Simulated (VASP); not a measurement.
A convergence study with VASP on AlN (zinc blende): one setting is varied, all else stays as given below, so the limit is that of these other settings. Each run relaxes cell and ions; the cell shown is the tightest run's result.

```
AlN
1.0
    0.00000     2.20008     2.20008
    2.20008     0.00000     2.20008
    2.20008     2.20008     0.00000
Al N
1 1
Cartesian
  0.00000   0.00000   0.00000
  1.10004   1.10004   1.10004
```

Computed with PBE GGA, VASP's PBE PAW potentials (set 64) (plane waves; VASP). The tightest run used: 700 eV cut-off, 15×15×15 Γ-centred mesh, Gaussian smearing of 0.050 eV, potentials Al N.

The reference is 15×15×15 mesh, which took about 40 core-seconds. Costs are core time on shared hosts, one run each; read them as rough ratios.

### Question
Of the settings 2×2×2 mesh; 3×3×3 mesh; 4×4×4 mesh; 5×5×5 mesh; 6×6×6 mesh; 7×7×7 mesh; 8×8×8 mesh; 9×9×9 mesh; 10×10×10 mesh; 11×11×11 mesh; 12×12×12 mesh; 13×13×13 mesh; 14×14×14 mesh; 15×15×15 mesh, which is the lowest that keeps the difference from the reference in relaxed volume (Å³/atom) within 0.05 from there on, and what does it cost?

### Answer
3×3×3 mesh; its cost over the reference is about 1/9.
```tsv
setting	difference in relaxed volume (Å³/atom)	cost over the reference
2×2×2 mesh	0.236	about 1/9
3×3×3 mesh	0.019	about 1/9
4×4×4 mesh	0.002	about 1/7
5×5×5 mesh	0.000	about 1/7
6×6×6 mesh	0.000	about 1/5
7×7×7 mesh	0.000	about 1/4
8×8×8 mesh	0.000	about 1/3
9×9×9 mesh	0.000	about 1/3
10×10×10 mesh	0.000	about 1/2
11×11×11 mesh	0.000	within a factor of 2
12×12×12 mesh	0.000	within a factor of 2
13×13×13 mesh	0.000	within a factor of 2
14×14×14 mesh	0.000	within a factor of 2
15×15×15 mesh	0.000	reference
```

Left out are rungs that failed or repeat a setting and relaxations that didn't move; long series are thinned to 24 rows.

The compound is AlN in the zinc blende structure, a metastable form; wurtzite is the usual one.
